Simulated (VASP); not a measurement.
Method: PBE GGA, VASP's PBE PAW potentials (set 64) (plane waves; VASP 6.6.1).

VASP ran on this input.

### INCAR
```
ALGO = Normal
EDIFF = 1E-6
EDIFFG = -0.01
ENCUT = 400
GGA = PE
IBRION = 2
ISIF = 3
ISMEAR = 0
LASPH = .TRUE.
LCHARG = .FALSE.
LMAXMIX = 4
LREAL = .FALSE.
LWAVE = .FALSE.
NELM = 100
NSW = 60
PREC = Accurate
SIGMA = 0.05
SYSTEM = SrCl2
```

File POSCAR:
```
SrCl2
1.0
  0.0000000000   3.4900000000   3.4900000000
  3.4900000000   0.0000000000   3.4900000000
  3.4900000000   3.4900000000   0.0000000000
Sr Cl
1 2
Cartesian
  0.0000000000   0.0000000000   0.0000000000
  1.7450000000   1.7450000000   1.7450000000
  5.2350000000   5.2350000000   5.2350000000
```

KPOINTS:
```
kpoints
0
Gamma
6 6 6
```

POTCAR, in this order: Sr_sv Cl (PBE.64 set). Program: vasp_std.

The resulting files:

### OUTCAR
```
 ion  position               nearest neighbor table
   1  0.000  0.000  0.000-   3 3.02   3 3.02   3 3.02   2 3.02   3 3.02   2 3.02   2 3.02   2 3.02
  LATTYP: Found a face centered cubic cell.
 ALAT       =     6.9800000000
 Subroutine PRICEL returns:
 Original cell was already a primitive cell.
 Subroutine GETGRP returns: Found 48 space group operations
The static configuration has the point symmetry O_h .
The dynamic configuration has the point symmetry O_h .
 Subroutine INISYM returns: Found 48 space group operations
 Subroutine IBZKPT returns following result:
 Found     16 irreducible k-points:

 Following reciprocal coordinates:
            Coordinates               Weight
  0.000000  0.000000  0.000000      1.000000
  0.166667  0.000000  0.000000      8.000000
  0.333333  0.000000  0.000000      8.000000
  0.500000  0.000000  0.000000      4.000000
  0.166667  0.166667  0.000000      6.000000
  0.333333  0.166667  0.000000     24.000000
  0.500000  0.166667  0.000000     24.000000
 -0.333333  0.166667  0.000000     24.000000
 -0.166667  0.166667  0.000000     12.000000
  0.333333  0.333333  0.000000      6.000000
  0.500000  0.333333  0.000000     24.000000
 -0.333333  0.333333  0.000000     12.000000
  0.500000  0.500000  0.000000      3.000000
  0.500000  0.333333  0.166667     24.000000
 -0.333333  0.333333  0.166667     24.000000
 -0.333333  0.500000  0.166667     12.000000
   k-points           NKPTS =     16   k-points in BZ     NKDIM =     16   number of bands    NBANDS=     16
   number of dos      NEDOS =    301   number of ions     NIONS =      3
   total plane-waves  NPLWV =  32768
   dimension x,y,z NGX =    32 NGY =   32 NGZ =   32
   dimension x,y,z NGXF=    64 NGYF=   64 NGZF=   64
   ions per type =               1   2
   PREC   = accura    normal or accurate (medium, high low for compatibility)
   ISTART =      0    job   : 0-new  1-cont  2-samecut
   ICHARG =      2    charge: 1-file 2-atom 10-const
...
```

**OSZICAR**
```
       N       E                     dE             d eps       ncg     rms          rms(c)
DAV:   1     0.131706428982E+03    0.13171E+03   -0.10031E+04   512   0.109E+03
DAV:   2    -0.573920833367E+01   -0.13745E+03   -0.13350E+03   688   0.228E+02
DAV:   3    -0.128549069976E+02   -0.71157E+01   -0.71109E+01   688   0.577E+01
DAV:   4    -0.130574290724E+02   -0.20252E+00   -0.20250E+00   888   0.821E+00
DAV:   5    -0.130595721584E+02   -0.21431E-02   -0.21431E-02   712   0.713E-01    0.130E+01
DAV:   6    -0.127632730669E+02    0.29630E+00   -0.78266E-01   632   0.508E+00    0.850E+00
DAV:   7    -0.127734840978E+02   -0.10211E-01   -0.45769E-01   800   0.417E+00    0.204E+00
DAV:   8    -0.127777705641E+02   -0.42865E-02   -0.64331E-02   640   0.148E+00    0.319E-01
DAV:   9    -0.127792141150E+02   -0.14436E-02   -0.25806E-03   736   0.312E-01    0.120E-01
DAV:  10    -0.127805589719E+02   -0.13449E-02   -0.11539E-03   544   0.221E-01    0.309E-02
DAV:  11    -0.127806377816E+02   -0.78810E-04   -0.10305E-04   792   0.571E-02    0.381E-02
DAV:  12    -0.127806493786E+02   -0.11597E-04   -0.14690E-05   616   0.218E-02    0.128E-02
DAV:  13    -0.127806524186E+02   -0.30400E-05   -0.79254E-06   672   0.153E-02    0.317E-03
DAV:  14    -0.127806523806E+02    0.37993E-07   -0.28100E-07   536   0.388E-03
   1 F= -.12780652E+02 E0= -.12780652E+02  d E =-.127807E+02
       N       E                     dE             d eps       ncg     rms          rms(c)
DAV:   1    -0.128797168744E+02   -0.99064E-01   -0.21362E+00   624   0.104E+01    0.214E+00
DAV:   2    -0.128037317651E+02    0.75985E-01   -0.18826E-01   600   0.282E+00    0.754E-01
DAV:   3    -0.127876760652E+02    0.16056E-01   -0.46597E-02   896   0.132E+00    0.599E-01
DAV:   4    -0.127876389885E+02    0.37077E-04   -0.46916E-03   872   0.376E-01    0.380E-01
DAV:   5    -0.127879732390E+02   -0.33425E-03   -0.13163E-03   968   0.191E-01    0.866E-02
DAV:   6    -0.127879788502E+02   -0.56112E-05   -0.48415E-05   664   0.543E-02    0.192E-02
DAV:   7    -0.127879768748E+02    0.19755E-05   -0.43168E-06   656   0.189E-02    0.903E-03
DAV:   8    -0.127879774515E+02   -0.57674E-06   -0.55037E-07   528   0.482E-03
   2 F= -.12787977E+02 E0= -.12787977E+02  d E =-.732507E-02
       N       E                     dE             d eps       ncg     rms          rms(c)
DAV:   1    -0.127890305467E+02   -0.10537E-02   -0.22952E-02   624   0.108E+00    0.220E-01
DAV:   2    -0.127882175566E+02    0.81299E-03   -0.20129E-03   584   0.292E-01    0.760E-02
DAV:   3    -0.127880471697E+02    0.17039E-03   -0.52572E-04   904   0.139E-01    0.554E-02
DAV:   4    -0.127880428457E+02    0.43240E-05   -0.41695E-05   888   0.361E-02    0.366E-02
DAV:   5    -0.127880426561E+02    0.18965E-06   -0.15379E-05   944   0.204E-02    0.935E-03
DAV:   6    -0.127880418374E+02    0.81865E-06   -0.46457E-07   464   0.551E-03
   3 F= -.12788042E+02 E0= -.12788042E+02  d E =-.738946E-02
```

File OUTCAR:
```
------------------------ aborting loop because EDIFF is reached ----------------------------------------
  FORCE on cell =-STRESS in cart. coord.  units (eV):
  Direction    XX          YY          ZZ          XY          YZ          ZX
  --------------------------------------------------------------------------------------
  Total        0.0010554      0.0010554      0.0010554      0.0000000     -0.0000000      0.0000000
  in kB        0.0193381      0.0193381      0.0193381      0.0000000     -0.0000000      0.0000000
  external PRESSURE =       0.0193381 kB  Pullay stress =       0.0000000 kB
  volume of cell :       87.44
      direct lattice vectors                 reciprocal lattice vectors
    -0.000000000  3.522829953  3.522829953    -0.141931347  0.141931347  0.141931347
     3.522829953  0.000000000  3.522829953     0.141931347 -0.141931347  0.141931347
     3.522829953  3.522829953  0.000000000     0.141931347  0.141931347 -0.141931347
 POSITION                                       TOTAL-FORCE (eV/Angst)
 -----------------------------------------------------------------------------------
      0.00000      0.00000      0.00000         0.000000     -0.000000      0.000000
      1.76141      1.76141      1.76141        -0.000000     -0.000000     -0.000000
      5.28424      5.28424      5.28424        -0.000000      0.000000      0.000000
 -----------------------------------------------------------------------------------
    total drift:                                0.000000     -0.000000      0.000000
  FREE ENERGIE OF THE ION-ELECTRON SYSTEM (eV)
  ---------------------------------------------------
  free  energy   TOTEN  =       -12.7880418374 eV

  energy  without entropy=      -12.7880418374  energy(sigma->0) =      -12.78804184

 reached required accuracy - stopping structural energy minimisation
```
(Selected blocks of OUTCAR.)

### CONTCAR
```
SrCl2
   1.00000000000000
    -0.0000000000000000    3.5228299530956306    3.5228299530956306
     3.5228299530956306    0.0000000000000000    3.5228299530956306
     3.5228299530956306    3.5228299530956306    0.0000000000000000
  Sr              Cl
     1     2
Direct
     0.0000000000000000    0.0000000000000000    0.0000000000000000
     0.2500000000000000    0.2500000000000000    0.2500000000000000
     0.7500000000000000    0.7500000000000000    0.7500000000000000
```

Energy and stress use the plane-wave basis of the starting cell.

The compound is SrCl2 in the fluorite structure. This run relaxes it. Symmetry was kept, so distortions that lower it aren't found.
